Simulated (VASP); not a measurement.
Given:

```
Rh
1.0
    0.00000     1.90000     1.90000
    1.90000     0.00000     1.90000
    1.90000     1.90000     0.00000
Rh
1
Direct
  0.00000   0.00000   0.00000
```

Calculation: PBE GGA, VASP's PBE PAW potentials (set 64) (plane waves; VASP). Settings: 375 eV cut-off, 15×15×15 Γ-centred mesh, first-order Methfessel-Paxton smearing of 0.10 eV, potentials Rh_pv.

**Question.** Give the stress tensor in GPa (positive for a compressed cell).

**Answer.** 
```
4.38  0.00  0.00
0.00  4.38  0.00
0.00  0.00  4.38
```
The pressure is its mean diagonal, 4.38 GPa.

The compound is Rh in the fcc structure. The cell was not relaxed at this level. The run is one of a series of settings (ENCUT = 375 against the base run), some of them coarse on purpose.
